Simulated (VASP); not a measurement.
A convergence study with VASP on TiO2 (rutile): a few settings are varied, all else stays as given below, so the limit is that of these other settings. The cell's lengths are 1 % over those of the tabulated start and one atom is moved, so it is off equilibrium.

```xyz
6
Lattice="4.6359 0.0000 0.0000 0.0000 4.6359 0.0000 0.0000 0.0000 2.9896" Properties=species:S:1:pos:R:3 pbc="T T T"
Ti     0.0000     0.0000     0.0000
Ti     2.3180     2.3180     1.4948
O      1.4139     1.4139     0.0000
O      3.7319     0.9040     1.4948
O      0.9040     3.7319     1.4948
O      3.2826     3.2220     0.0000
```

Level of theory: PBEsol GGA, VASP's PBE PAW potentials (set 64) (plane waves; VASP 6.6.1). The last row used: 700 eV cut-off, 4×4×6 Γ-centred mesh, Gaussian smearing of 0.050 eV, potentials Ti_sv O.

```tsv
setting	E (eV/atom)	pressure (GPa)	largest force (eV/Å)	electronic steps
ALGO = Normal, EDIFF = 1E-2	-9.3400	-9.56	0.782	11
ALGO = Normal, EDIFF = 1E-3	-9.3400	-9.09	0.771	12
ALGO = Normal, EDIFF = 1E-4	-9.3400	-8.58	0.771	13
ALGO = Normal, EDIFF = 1E-5	-9.3400	-8.47	0.770	14
ALGO = Normal, EDIFF = 1E-6	-9.3400	-8.40	0.770	15
ALGO = Normal, EDIFF = 1E-8	-9.3400	-8.39	0.770	19
ALGO = Normal, EDIFF = 1E-9	-9.3400	-8.38	0.770	21
ALGO = Fast, EDIFF = 1E-2	-9.3404	-16.09	0.772	13
ALGO = Fast, EDIFF = 1E-3	-9.3401	-10.97	0.778	16
ALGO = Fast, EDIFF = 1E-4	-9.3400	-8.29	0.772	19
ALGO = Fast, EDIFF = 1E-5	-9.3400	-8.22	0.771	20
ALGO = Fast, EDIFF = 1E-6	-9.3400	-8.39	0.771	24
ALGO = Fast, EDIFF = 1E-7	-9.3400	-8.40	0.770	25
ALGO = All, EDIFF = 1E-2	-9.3392	-10.42	0.787	17
ALGO = All, EDIFF = 1E-3	-9.3399	-7.63	0.774	20
ALGO = All, EDIFF = 1E-4	-9.3400	-8.56	0.773	23
ALGO = All, EDIFF = 1E-5	-9.3400	-8.43	0.770	27
ALGO = All, EDIFF = 1E-6	-9.3400	-8.38	0.771	30
ALGO = All, EDIFF = 1E-7	-9.3400	-8.39	0.770	34
ALGO = All, EDIFF = 1E-8	-9.3400	-8.38	0.770	38
ALGO = All, EDIFF = 1E-9	-9.3400	-8.38	0.770	45
```

Left out are rungs that failed or repeat a setting and relaxations that didn't move; long series are thinned to 24 rows.

The compound is TiO2 in the rutile structure. The cell was not relaxed at this level, it is distorted from the ideal structure.
